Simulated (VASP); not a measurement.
Given:

```yaml
crystal:
  lattice:
    - [1.25112, 0.72233, 3.37293]
    - [-1.25112, 0.72233, 3.37293]
    - [0.00000, -1.44467, 3.37293]
  atoms:
    - { symbol: B, position: [0.99967, 0.99967, 0.99967] }
    - { symbol: N, position: [0.33276, 0.33276, 0.33276] }
```

Computed with r2SCAN meta-GGA, VASP's PBE PAW potentials (set 64) (plane waves; VASP). Numerical set-up: 520 eV cut-off, 14×14×14 Γ-centred mesh, tetrahedra with Blöchl corrections, potentials B N.

Q: Give the energies of bands 2 to 6 at the high-symmetry points, in eV from the valence-band maximum.

A: 
```json
[
 {"band": "2", "Γ": "-4.33", "T": "-6.34", "H2": "-8.27", "L": "-9.34", "S0": "-8.23", "F": "-9.21"},
 {"band": "3", "Γ": "-1.36", "T": "-1.38", "H2": "-7.22", "L": "-4.27", "S0": "-7.42", "F": "-4.32"},
 {"band": "4", "Γ": "-1.36", "T": "-1.38", "H2": "-0.42", "L": "-0.64", "S0": "-0.16", "F": "-1.23"},
 {"band": "5", "Γ": "5.49", "T": "10.81", "H2": "5.44", "L": "5.91", "S0": "5.28", "F": "4.79"},
 {"band": "6", "Γ": "12.38", "T": "12.31", "H2": "13.04", "L": "10.58", "S0": "12.97", "F": "10.57"}
]
```

The gap is indirect, 4.78 eV, from the valence maximum at (-0.14, 0.50, 0.14) to the conduction minimum at F.

The structure comes from a computed database's BN entry (R3m); how it stands against other phases isn't given here. The cell was not relaxed at this level.
